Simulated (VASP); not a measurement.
An input for Ansatz (written as the equivalent of a VASP run, and not itself run):

Ansatz 0.2 input:
```yaml
crystal:
  lattice:
    - [3.2194220, 0.0000000, 0.0000000]
    - [-1.6097110, 2.7881020, 0.0000000]
    - [0.0000000, 0.0000000, 10.3585130]
  atoms:
    - { symbol: Zr, position: [-0.0014270, 0.0047680, -0.0010620] }
    - { symbol: Zr, position: [0.0035710, 0.0049800, 0.4997130] }
    - { symbol: Zr, position: [0.3425930, 0.6638300, 0.2518000] }
    - { symbol: Zr, position: [0.6552630, 0.3264230, 0.7495490] }
kpoints:
  mp_grid: { grid: [4, 4, 4] }
hamiltonian:
  xc: pbe
  pseudopotentials: { kind: paw }
scf:
  occupations: { method: fermi_dirac, width: 0.1 }
  max_iter: 100
relax:
  max_steps: 50
  f_tol: 0.01
  cell: {}
output: { forces: true, stress: true, eigenvalues: true }
```

Question: Write the VASP files for the same calculation (PBE).

Answer: One answer among several that fit: 
**KPOINTS**
```
Automatic mesh
0
Gamma
4 4 4
0 0 0
```

**POSCAR**
```
Zr
1
    3.2194220000     0.0000000000     0.0000000000
   -1.6097110000     2.7881020000     0.0000000000
    0.0000000000     0.0000000000    10.3585130000
Zr
4
Direct
 -0.0014270000   0.0047680000  -0.0010620000
  0.0035710000   0.0049800000   0.4997130000
  0.3425930000   0.6638300000   0.2518000000
  0.6552630000   0.3264230000   0.7495490000
```

### INCAR
```
! general
SYSTEM   =  Zr
PREC     =  Accurate
ENCUT    =  210
LREAL    =  .FALSE.
LASPH    =  .TRUE.

! electronic loop
EDIFF    =  1E-03
NELM     =  100
ALGO     =  Normal
LMAXMIX  =  4

! smearing
ISMEAR   =  -1
SIGMA    =  0.1

! functional
GGA      =  PE

! ions
IBRION   =  2
NSW      =  50
ISIF     =  3
EDIFFG   =  -0.01

! output
LWAVE    =  .FALSE.
LCHARG   =  .FALSE.
```

POTCAR, in this order: Zr_sv (PBE.64 set). Program: vasp_std.

The two are equivalent in intent, not identical: each code has its own PAW files, so the cut-off isn't converted (ENCUT is set for VASP's; basis.ecutwfc is left out, and Ansatz then takes the one that its files recommend); Ansatz stops its SCF on the density residual and VASP on the energy change (EDIFF).

The structure was generated: Zr was put into an ordered model structure, which need not be its known phase. In the starting cell atoms are displaced from their ideal sites. This run relaxes it. The k-mesh is coarse (spacing up to 0.57 per Å, 2π included), so the numbers may not be converged in it. The run is one of a series of settings (EDIFF = 1E-03, EDIFFG = -0.01, ENCUT = 210, IBRION = 2, ISIF = 3, NSW = 50, KPOINTS 4×4×4 Γ-centred mesh against the base run), some of them coarse on purpose.
